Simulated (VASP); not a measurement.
GW runs with VASP on GaN (zinc blende), on PBE orbitals with a Kohn-Sham gap of 1.65 eV on the mesh.

```cif
data_Ga4N4
_chemical_formula_sum 'Ga4 N4'
_space_group_name_H-M_alt 'F-43m'
_space_group_IT_number 216
_space_group_name_Hall 'F -4 2 3'
_cell_length_a 4.52000
_cell_length_b 4.52000
_cell_length_c 4.52000
_cell_angle_alpha 90.000
_cell_angle_beta 90.000
_cell_angle_gamma 90.000
loop_
_atom_site_label
_atom_site_type_symbol
_atom_site_symmetry_multiplicity
_atom_site_Wyckoff_symbol
_atom_site_fract_x
_atom_site_fract_y
_atom_site_fract_z
_atom_site_occupancy
Ga1 Ga 4 a 0.00000 0.00000 0.00000 1
N1 N 4 d 0.75000 0.75000 0.75000 1
```
(The calculation used a cell of 2 atoms; values per cell refer to that cell.)

Numerical set-up: PREC = Normal, 500 eV cut-off, 4×4×4 Γ-centred mesh, Gaussian smearing of 0.010 eV, potentials Ga_d_GW N_GW_new.

The mesh is coarse and the basis finite, so the quasiparticle values are not converged.

| run | level | NBANDS | ENCUTGW (eV) | QP gap (eV) | smallest direct QP gap (eV) |
|---|---|---|---|---|---|
| run 1 | G0W0@PBE, 1 step(s) | 100 | 150 | 2.70 | 2.70 |
| run 2 | G0W0@PBE, 1 step(s) | 240 | 250 | 2.76 | 2.76 |
| run 3 | G0W0@PBE, 1 step(s) | 320 | 300 | … | … |

Task: What belongs in the gaps?

Result: 
- run 3, QP gap (eV): 2.77
- run 3, smallest direct QP gap (eV): 2.77

Left out are failed runs and those that VASP or the mesh makes unfit.

The compound is GaN in the zinc blende structure, a metastable form; wurtzite is the usual one. The cell was not relaxed at this level.
